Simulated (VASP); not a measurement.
Input:

```
RbBr
1.0
    0.00000     3.51081     3.51081
    3.51081     0.00000     3.51081
    3.51081     3.51081     0.00000
Rb Br
1 1
Direct
  0.00000   0.00000   0.00000
  0.50000   0.50000   0.50000
```

These are PBE GGA, VASP's PBE PAW potentials (set 64) (plane waves; VASP) values and carry that method's errors. Run with 400 eV cut-off, 7×7×7 Γ-centred mesh, Gaussian smearing of 0.010 eV, potentials Rb_sv Br.

Task: Give the electronic dielectric tensor ε∞ (DFPT, local fields included).

Result: 
```
2.46  0.00  0.00
0.00  2.46  0.00
0.00  0.00  2.46
```

Task: Give the Born effective charges.

Result: 
```csv
atom,Z*xx,Z*yy,Z*zz,mean
Rb1,1.16,1.16,1.16,1.16
Br2,-1.16,-1.16,-1.16,-1.16
```

Task: And the static tensor with the ions free?

Result: 
```
5.67  0.00  0.00
0.00  5.67  0.00
0.00  0.00  5.67
```

Task: Which frequencies do the optical Γ-point modes have (no LO-TO splitting)?

Result: 76 (×3) cm⁻¹.

The compound is RbBr in the rock salt structure. It was relaxed first, which changed the volume by +6 %.
